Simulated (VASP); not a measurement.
Here is the system:

```
CELL_PARAMETERS angstrom
      2.74481     0.00000     0.00000
      0.00000     2.74481     0.00000
      0.00000     0.00000     2.74481
ATOMIC_POSITIONS crystal
  Pd 0.00000 0.00000 0.00000
  B  0.50000 0.50000 0.50000
```

Computed with PBEsol GGA, VASP's PBE PAW potentials (set 64) (plane waves; VASP 6.6.1). Settings: 520 eV cut-off, 15×15×15 Γ-centred mesh, tetrahedra with Blöchl corrections, potentials Pd B.

**Question.** Predict the energy per atom (σ→0), band gap (on the k-mesh) with the smallest direct gap where there is one.

**Answer.** 
The band gap (on the k-mesh) is none (metal, semimetal or under 0.01 eV) and the energy per atom (σ→0) is -6.051 eV/atom.

The structure was generated: PdB was put into the CsCl type type (Pm-3m), which need not be its known phase. It was relaxed first, which changed the volume by -15 %. The electron count is odd and the run is not spin-polarised, which forces a metal.
